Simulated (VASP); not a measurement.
Wanted: the native input for a VASP 6.6.1 run.

```
Task                   : band structure
Functional             : RPBE
Potentials or basis    : VASP PAW PBE potentials, release 64 (Mo_sv, I)
Cutoff                 : 520 eV
k mesh                 : 7 × 7 × 7
Occupations            : fermi-dirac, width 0.05 eV
Spin                   : no spin polarisation
Further INCAR settings : ALGO = Fast; EDIFF = 1e-06
```

The structure of MoI lies in POSCAR:

```
MoI
1.0
    0.0000000000      3.1788513800      3.1788513800
    3.1788513800      0.0000000000      3.1788513800
    3.1788513800      3.1788513800      0.0000000000
Mo I
1 1
Direct
    0.0000000000      0.0000000000      0.0000000000
    0.7500000000      0.7500000000      0.7500000000
```

The cell was built by a generator and needn't be a form met in nature.

These files were run (other wordings do the same):

INCAR

```
PREC = Accurate
ENCUT = 520
EDIFF = 1E-6
ISMEAR = -1
SIGMA = 0.05
LREAL = F
LASPH = T
NELM = 100
ALGO = Fast
ISIF = 2
LWAVE = F
LCHARG = F
LMAXMIX = 4
GGA = RP
```

KPOINTS

```
Automatic mesh
0
Gamma
  7 7 7
```

KPOINTS_OPT

```
path GXWKGLUWLK,UX
20
line-mode
reciprocal
 0.0000000000  0.0000000000  0.0000000000  G
 0.5000000000  0.0000000000  0.5000000000  X

 0.5000000000  0.0000000000  0.5000000000  X
 0.5000000000  0.2500000000  0.7500000000  W

 0.5000000000  0.2500000000  0.7500000000  W
 0.3750000000  0.3750000000  0.7500000000  K

 0.3750000000  0.3750000000  0.7500000000  K
 0.0000000000  0.0000000000  0.0000000000  G

 0.0000000000  0.0000000000  0.0000000000  G
 0.5000000000  0.5000000000  0.5000000000  L

 0.5000000000  0.5000000000  0.5000000000  L
 0.6250000000  0.2500000000  0.6250000000  U

 0.6250000000  0.2500000000  0.6250000000  U
 0.5000000000  0.2500000000  0.7500000000  W

 0.5000000000  0.2500000000  0.7500000000  W
 0.5000000000  0.5000000000  0.5000000000  L

 0.5000000000  0.5000000000  0.5000000000  L
 0.3750000000  0.3750000000  0.7500000000  K

 0.6250000000  0.2500000000  0.6250000000  U
 0.5000000000  0.0000000000  0.5000000000  X
```

Potentials or basis: VASP PAW PBE potentials, release 64 (Mo_sv, I).

Launch:

```bash
$ cat potpaw_PBE.64/Mo_sv/POTCAR potpaw_PBE.64/I/POTCAR > POTCAR
$ mpirun -np 1 vasp_std > vasp.out
```

Results of the run:

```yaml
Pressure: -5.9 GPa
Band_gap_along_the_path: none (metal or under the smearing width)
```

Caveat: the PAW data sets were made with another functional, which shifts forces and pressure a little; spin-orbit coupling is left out, which moves the levels of the heavy elements; an odd number of electrons without spin polarisation forces a metal; a magnetic or distorted state may lie lower.

It took 80 s on 1 thread of AMD EPYC 9R45 96-Core Processor (Zen 5) (shared host), peak memory 0.19 GiB.
